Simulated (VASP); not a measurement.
Input:

```xyz
2
Lattice="3.3301 0.0000 0.0000 -1.6650 2.8839 0.0000 0.0000 0.0000 3.2500" Properties=species:S:1:pos:R:3 pbc="T T T"
Ru     0.0000     0.0000     0.0000
Se     1.6650     0.9613     1.6250
```

Calculation: optB88-vdW, VASP's PBE PAW potentials (set 64) (plane waves; VASP). Numerical set-up: 400 eV cut-off, 8×8×7 Γ-centred mesh, Gaussian smearing of 0.050 eV, potentials Ru_pv Se.

Task: What does the run give for the energy per atom (σ→0), pressure, band gap (on the k-mesh) with the smallest direct gap where there is one?

Result: 
```json
{
  "band gap (on the k-mesh)": "none (metal, semimetal or under 0.01 eV)",
  "energy per atom (σ→0)": "-3.492 eV/atom",
  "pressure": "14.84 GPa"
}
```

Only differences to runs with the same potentials and settings are physical.

The structure was generated: RuSe was put into the WC type (P-6m2), which need not be its known phase. The cell was not relaxed at this level. The run is one of a series of settings (AGGAC = 0.0, GGA = BO, LUSE_VDW = .TRUE., PARAM1 = 0.1833333333, PARAM2 = 0.22 against the base run), some of them coarse on purpose.
